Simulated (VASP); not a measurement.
The system is In2Te2O.

```xyz
5
Lattice="-2.9750 2.9750 4.4587 2.9750 -2.9750 4.4587 2.9750 2.9750 -4.4587" Properties=species:S:1:pos:R:3 pbc="T T T"
In    0.0000    2.9750    0.0000
In    2.9750    0.0000    0.0000
Te    0.0000    2.9750    2.2294
Te    2.9750    0.0000    2.2294
O     0.0000    0.0000    0.0000
```

The cell was built by a generator and needn't be a form met in nature.

- Program: VASP 6.6.1
- Task: relaxation of cell and atoms
- Functional: PBE
- Potentials or basis: VASP PAW PBE potentials, release 64 (In_d, Te, O)
- Cutoff: 520 eV
- k mesh: 3 × 3 × 3
- Occupations: gaussian, width 0.15 eV
- Spin: no spin polarisation

At the start: pressure 22.2 GPa; volume 31.57 Å³/atom.

Where does the relaxation end?

Over 17 steps the energy falls by 2037.3 meV/atom and the volume is 24.74 Å³/atom (-21.6 %); space group I4/mmm (No. 139, to 0.05 Å).

The path:
```csv
step,energy change (eV),largest force (eV/Å),pressure (GPa),volume (Å³)
1,0.0000,0.0000,22.25,157.85
2,-3.5647,0.0000,-8.68,249.14
3,-6.8856,0.0000,-5.47,200.46
4,-6.9193,0.0000,-5.18,198.44
5,-6.9325,0.0000,-4.26,194.53
6,-6.9356,0.0000,-4.26,195.24
7,-7.9536,0.0000,-4.81,171.94
8,-9.7408,0.0000,10.27,110.28
9,-9.3710,0.0000,-4.28,142.45
10,-10.1058,0.0000,-0.73,125.89
11,-10.1532,0.0000,2.23,119.75
12,-10.1597,0.0000,1.07,121.38
13,-10.1596,0.0000,-0.01,123.70
14,-10.1842,0.0000,0.49,122.53
15,-10.1842,0.0000,0.63,122.48
16,-10.1850,0.0000,-0.68,124.58
17,-10.1865,0.0000,-0.10,123.68
```

Final structure:
```cif
data_structure
_symmetry_space_group_name_H-M 'P 1'
_symmetry_Int_Tables_number 1
_cell_length_a 6.7377
_cell_length_b 6.7377
_cell_length_c 6.7377
_cell_angle_alpha 140.311
_cell_angle_beta 140.311
_cell_angle_gamma 57.381
_cell_volume 123.68
loop_
_atom_site_label
_atom_site_type_symbol
_atom_site_fract_x
_atom_site_fract_y
_atom_site_fract_z
_atom_site_occupancy
In1 In 0.50000 0.00000 0.50000 1
In2 In 0.00000 0.50000 0.50000 1
Te1 Te 0.75000 0.25000 0.50000 1
Te2 Te 0.25000 0.75000 0.50000 1
O1 O 0.00000 0.00000 0.00000 1
```

Caveat: the k mesh is coarse (spacing up to 0.50 Å⁻¹), so the values aren't converged; the volume moved by over 15 % at a fixed basis, so the end points are rough; the relaxation stopped at a loose force limit of 0.08 eV/Å, so its end isn't a converged minimum.
